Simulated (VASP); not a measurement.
Y3Ge:

```
CELL_PARAMETERS angstrom
-2.26539 2.26539 5.19702
2.26539 -2.26539 5.19702
2.26539 2.26539 -5.19702
ATOMIC_POSITIONS crystal
Y 0.50000 0.50000 0.00000
Y 0.25000 0.75000 0.50000
Y 0.75000 0.25000 0.50000
Ge 0.00000 0.00000 0.00000
```

The cell comes from a database or a generator and needn't be the stable form of this composition.

* Program: VASP 6.6.1
* Task: relaxation of cell and atoms
* Functional: BLYP
* Dispersion: D3(BJ)
* Potentials or basis: VASP PAW PBE potentials, release 64 (Y_sv, Ge_d)
* Cutoff: 600 eV
* k mesh: 6 × 6 × 6
* Occupations: fermi-dirac, width 0.05 eV
* Spin: no spin polarisation

At the start: pressure -3.6 GPa; volume 26.67 Å³/atom.

Question: Where does the relaxation end?

Answer: Over 6 steps the energy falls by 22.6 meV/atom and the volume is 24.71 Å³/atom (-7.3 %); space group I4/mmm (No. 139, to 0.05 Å).

Step by step:
```tsv
step	energy change (eV)	largest force (eV/Å)	pressure (GPa)	volume (Å³)
1	0.0000	0.0000	-3.58	106.68
2	-0.0840	0.0000	0.82	97.74
3	-0.0880	0.0000	-0.02	99.20
4	-0.0893	0.0000	-0.02	99.10
5	-0.0903	0.0000	-0.03	98.90
6	-0.0903	0.0000	-0.03	98.86
```

Final structure:
```xyz
4
Lattice="-2.2183 2.2183 5.0222 2.2183 -2.2183 5.0222 2.2183 2.2183 -5.0222" Properties=species:S:1:pos:R:3 pbc="T T T"
Y     2.2183    2.2183    0.0000
Y     2.2183    0.0000    2.5111
Y     0.0000    2.2183    2.5111
Ge    4.4367    0.0000    0.0000
```

Caveat: the PAW data sets were made with another functional, which shifts forces and pressure a little; pairwise dispersion overbinds metals, which lowers pressure and volume.
